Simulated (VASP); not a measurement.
All values below come from r2SCAN+rVV10, VASP's PBE PAW potentials (set 64) (plane waves; VASP).

The input files of a VASP run:

**INCAR**
```
ALGO = Normal
BPARAM = 11.95
CPARAM = 0.0093
EDIFF = 1E-6
EDIFFG = -0.01
ENCUT = 400
IBRION = 2
ISIF = 3
ISMEAR = 1
LASPH = .TRUE.
LCHARG = .FALSE.
LMAXMIX = 4
LMIXTAU = .TRUE.
LREAL = .FALSE.
LUSE_VDW = .TRUE.
LWAVE = .FALSE.
METAGGA = R2SCAN
NELM = 100
NSW = 60
PREC = Accurate
SIGMA = 0.1
SYSTEM = Sn
```

File POSCAR:
```
Sn
1
    0.0000000000     3.2333430000     3.2333430000
    3.2333430000     0.0000000000     3.2333430000
    3.2333430000     3.2333430000     0.0000000000
Sn
2
Direct
  0.0000000000   0.0000000000   0.0000000000
  0.2500000000   0.2500000000   0.2500000000
```

**KPOINTS**
```
K-points
0
gamma
9 9 9
```

POTCAR, in this order: Sn_d (PBE.64 set). Program: vasp_std.

The resulting files:

**OSZICAR**
```
       N       E                     dE             d eps       ncg     rms          rms(c)
DAV:   1     0.153320264427E+03    0.15332E+03   -0.13493E+04  1262   0.197E+03
DAV:   2    -0.338425788234E+02   -0.18716E+03   -0.18493E+03  1262   0.410E+02
DAV:   3    -0.522798775569E+02   -0.18437E+02   -0.18343E+02  1400   0.143E+02
DAV:   4    -0.528677176509E+02   -0.58784E+00   -0.58659E+00  1454   0.282E+01
DAV:   5    -0.528906506708E+02   -0.22933E-01   -0.22932E-01  1690   0.499E+00    0.506E+00
DAV:   6    -0.487733253356E+02    0.41173E+01   -0.13974E+00  1384   0.218E+01    0.240E+00
DAV:   7    -0.482715200179E+02    0.50181E+00   -0.50364E-01  1326   0.879E+00    0.953E-01
DAV:   8    -0.487216137125E+02   -0.45009E+00   -0.34426E-01  1268   0.587E+00    0.363E-01
DAV:   9    -0.486540094916E+02    0.67604E-01   -0.19208E-02  1316   0.124E+00    0.253E-01
DAV:  10    -0.486520153471E+02    0.19941E-02   -0.12930E-03  1346   0.375E-01    0.234E-01
DAV:  11    -0.486564113830E+02   -0.43960E-02   -0.21095E-03  1314   0.576E-01    0.926E-02
DAV:  12    -0.486646548012E+02   -0.82434E-02   -0.30180E-03  1262   0.484E-01    0.415E-02
DAV:  13    -0.486648604264E+02   -0.20563E-03   -0.65514E-05  1502   0.683E-02    0.437E-02
DAV:  14    -0.486649710589E+02   -0.11063E-03   -0.70680E-06  1018   0.287E-02    0.372E-02
DAV:  15    -0.486653231764E+02   -0.35212E-03   -0.25320E-04  1262   0.131E-01    0.149E-02
DAV:  16    -0.486653829436E+02   -0.59767E-04   -0.21994E-05  1260   0.363E-02    0.719E-03
DAV:  17    -0.486653791416E+02    0.38020E-05   -0.14497E-06  1082   0.151E-02    0.621E-03
DAV:  18    -0.486653843202E+02   -0.51786E-05   -0.65083E-07   906   0.759E-03    0.404E-03
DAV:  19    -0.486653822069E+02    0.21133E-05   -0.94400E-08   630   0.368E-03    0.377E-03
DAV:  20    -0.486653839453E+02   -0.17384E-05   -0.68534E-08   630   0.349E-03    0.201E-03
DAV:  21    -0.486653832324E+02    0.71291E-06   -0.36869E-08   630   0.244E-03
   1 F= -.48665383E+02 E0= -.48665404E+02  d E =-.486654E+02
       N       E                     dE             d eps       ncg     rms          rms(c)
DAV:   1    -0.492941201231E+02   -0.62874E+00   -0.14863E+01  1388   0.721E+01    0.421E+00
DAV:   2    -0.487991483084E+02    0.49497E+00   -0.82134E-01  1596   0.159E+01    0.196E+00
DAV:   3    -0.486695466033E+02    0.12960E+00   -0.38453E-01  1632   0.104E+01    0.305E-01
DAV:   4    -0.485905418280E+02    0.79005E-01   -0.69598E-02  1260   0.218E+00    0.766E-02
DAV:   5    -0.486725612161E+02   -0.82019E-01   -0.39306E-02  1260   0.128E+00    0.427E-02
DAV:   6    -0.486687083518E+02    0.38529E-02   -0.21412E-03  1260   0.442E-01    0.452E-02
DAV:   7    -0.486717362212E+02   -0.30279E-02   -0.86461E-04  1266   0.278E-01    0.175E-02
DAV:   8    -0.486723136032E+02   -0.57738E-03   -0.26937E-04  1260   0.135E-01    0.523E-03
DAV:   9    -0.486723597384E+02   -0.46135E-04   -0.60986E-05  1272   0.802E-02    0.949E-03
DAV:  10    -0.486723652488E+02   -0.55104E-05   -0.24240E-06  1166   0.158E-02    0.806E-03
DAV:  11    -0.486723893827E+02   -0.24134E-04   -0.86166E-06   980   0.264E-02    0.119E-03
DAV:  12    -0.486723936413E+02   -0.42586E-05   -0.14255E-06   980   0.158E-02    0.121E-03
DAV:  13    -0.486723937270E+02   -0.85734E-07   -0.10325E-07   630   0.493E-03
   2 F= -.48672394E+02 E0= -.48672357E+02  d E =-.701049E-02
       N       E                     dE             d eps       ncg     rms          rms(c)
DAV:   1    -0.487518125402E+02   -0.79419E-01   -0.16964E+00  1398   0.226E+01    0.150E+00
DAV:   2    -0.486898442034E+02    0.61968E-01   -0.10901E-01  1596   0.577E+00    0.677E-01
DAV:   3    -0.486743117251E+02    0.15532E-01   -0.41735E-02  1628   0.344E+00    0.111E-01
DAV:   4    -0.486730811964E+02    0.12305E-02   -0.40824E-03  1260   0.603E-01    0.250E-02
DAV:   5    -0.486748909214E+02   -0.18097E-02   -0.12218E-03  1260   0.352E-01    0.159E-02
DAV:   6    -0.486741418425E+02    0.74908E-03   -0.69805E-04  1260   0.284E-01    0.174E-02
DAV:   7    -0.486748077635E+02   -0.66592E-03   -0.16225E-04  1260   0.139E-01    0.650E-03
DAV:   8    -0.486749832678E+02   -0.17550E-03   -0.74687E-05  1260   0.849E-02    0.132E-03
DAV:   9    -0.486749887960E+02   -0.55282E-05   -0.65923E-06  1054   0.284E-02    0.342E-03
DAV:  10    -0.486749876941E+02    0.11018E-05   -0.77690E-07   870   0.120E-02    0.814E-04
DAV:  11    -0.486749895144E+02   -0.18203E-05   -0.68445E-07   948   0.658E-03    0.945E-04
DAV:  12    -0.486749894779E+02    0.36512E-07   -0.15189E-08   630   0.166E-03
   3 F= -.48674989E+02 E0= -.48674970E+02  d E =-.960625E-02
```

### OUTCAR
```
------------------------ aborting loop because EDIFF is reached ----------------------------------------
  FORCE on cell =-STRESS in cart. coord.  units (eV):
  Direction    XX          YY          ZZ          XY          YZ          ZX
  --------------------------------------------------------------------------------------
  Total        0.0004323      0.0004323      0.0004323      0.0000000      0.0000000      0.0000000
  in kB        0.0099389      0.0099389      0.0099389      0.0000000      0.0000000      0.0000000
  external PRESSURE =       0.0099389 kB  Pullay stress =       0.0000000 kB
  volume of cell :       69.68
      direct lattice vectors                 reciprocal lattice vectors
     0.000000000  3.266087792  3.266087792    -0.153088353  0.153088353  0.153088353
     3.266087792 -0.000000000  3.266087792     0.153088353 -0.153088353  0.153088353
     3.266087792  3.266087792  0.000000000     0.153088353  0.153088353 -0.153088353
 POSITION                                       TOTAL-FORCE (eV/Angst)
 -----------------------------------------------------------------------------------
      0.00000      0.00000      0.00000         0.000000     -0.000000      0.000000
      1.63304      1.63304      1.63304        -0.000000      0.000000     -0.000000
 -----------------------------------------------------------------------------------
    total drift:                                0.000000     -0.000000      0.000000
  FREE ENERGIE OF THE ION-ELECTRON SYSTEM (eV)
  ---------------------------------------------------
  free  energy   TOTEN  =       -48.6749894779 eV

  energy  without entropy=      -48.6749313037  energy(sigma->0) =      -48.67497009

 reached required accuracy - stopping structural energy minimisation
```
(Selected blocks of OUTCAR.)

### CONTCAR
```
Sn
   1.00000000000000
     0.0000000000000000    3.2660877919824118    3.2660877919824118
     3.2660877919824118   -0.0000000000000000    3.2660877919824118
     3.2660877919824118    3.2660877919824118    0.0000000000000000
  Sn
     2
Direct
     0.0000000000000000    0.0000000000000000    0.0000000000000000
     0.2500000000000000    0.2500000000000000    0.2500000000000000
```

Energy and stress use the plane-wave basis of the starting cell.

The structure comes from a measured Sn entry (Fd-3m) of the Crystallography Open Database, whose conditions weren't checked. This run relaxes it. Symmetry was kept, so distortions that lower it aren't found.
